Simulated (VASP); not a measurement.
Here is the system:

```
CELL_PARAMETERS angstrom
     -1.59813     1.59813     1.59813
      1.59813    -1.59813     1.59813
      1.59813     1.59813    -1.59813
ATOMIC_POSITIONS crystal
  W  0.00000 0.00000 0.00000
```

Method: revPBE GGA, VASP's PBE PAW potentials (set 64) (plane waves; VASP 6.6.1). Settings: 520 eV cut-off, 18×18×18 Γ-centred mesh, tetrahedra with Blöchl corrections, potentials W_sv.

Unless said otherwise, spin-orbit coupling is left out, though it shifts the bands of the heavy elements here.

**Question.** What does the run give for the energy per atom (σ→0), band gap (on the k-mesh) with the smallest direct gap where there is one?

**Answer.** 
```json
{
 "band gap (on the k-mesh)": "none (metal, semimetal or under 0.01 eV)",
 "energy per atom (σ→0)": "-12.514 eV/atom"
}
```

Only differences to runs with the same potentials and settings are physical.

The compound is W in the bcc structure. It was relaxed first.
